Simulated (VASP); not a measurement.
The input files of a VASP run:

POSCAR:
```
ZrS2
1
    1.8528855770    -3.2092919820     0.0000000000
    1.8528855770     3.2092919820     0.0000000000
    0.0000000000     0.0000000000     5.8301760638
Zr S
1 2
Direct
  0.0000000000   0.0000000000   0.0000000000
  0.3333330000   0.6666670000   0.2553507455
  0.6666670000   0.3333330000   0.7446492545
```

### INCAR
```
# general
SYSTEM  = ZrS2
PREC    = Accurate
ENCUT   = 520
LREAL   = .False.
LASPH   = .True.

# electronic loop
EDIFF   = 1E-7
NELM    = 100
ALGO    = Normal
LMAXMIX = 4

# smearing
ISMEAR  = 0
SIGMA   = 0.05

# functional
GGA     = PE
IVDW    = 12

# ions
IBRION  = 2
NSW     = 30
ISIF    = 4
EDIFFG  = -0.01

# output
LWAVE   = .False.
LCHARG  = .False.
```

**KPOINTS**
```
Automatic mesh
0
Gamma
7 7 4
0 0 0
```

POTCAR, in this order: Zr_sv S (PBE.64 set). Program: vasp_std.

Problem. Translate this PBE-D3(BJ) calculation to Quantum ESPRESSO's pw.x.

Solution. One equivalent input (not run):
```
&CONTROL
  calculation = 'vc-relax'
  pseudo_dir = './pseudo'
  outdir = './out'
  tprnfor = .true.
  tstress = .true.
  nstep = 30
  forc_conv_thr = 0.00039
/
&SYSTEM
  ibrav = 0
  nat = 3
  ntyp = 2
  ecutwfc = 66
  occupations = 'smearing'
  smearing = 'gaussian'
  degauss = 0.003675
  input_dft = 'pbe'
  vdw_corr = 'grimme-d3'
  dftd3_version = 4
  dftd3_threebody = .false.
/
&ELECTRONS
  conv_thr = 7.3e-09
  electron_maxstep = 100
/
&IONS
/
&CELL
  cell_dofree = 'shape'
/
ATOMIC_SPECIES
  Zr 91.224 Zr.upf
  S 32.060 S.upf
CELL_PARAMETERS angstrom
     1.8528856   -3.2092920    0.0000000
     1.8528856    3.2092920    0.0000000
     0.0000000    0.0000000    5.8301761
ATOMIC_POSITIONS crystal
  Zr   0.0000000  0.0000000  0.0000000
  S    0.3333330  0.6666670  0.2553507
  S    0.6666670  0.3333330  0.7446493
K_POINTS automatic
  7 7 4 0 0 0
```
What does not carry over: the potentials are each code's own (VASP's PAW set, PseudoDojo norm-conserving files in pw.x), so ENCUT and ecutwfc are chosen apart and not converted; conv_thr bounds pw.x's estimated SCF error, while EDIFF bounds the energy change between steps; forc_conv_thr acts on force components and is met together with etot_conv_thr.

The compound is ZrS2 in the 1T layered structure. This cell is one point of a volume scan, at 1.06 of the reference volume. Symmetry was kept, so distortions that lower it aren't found.
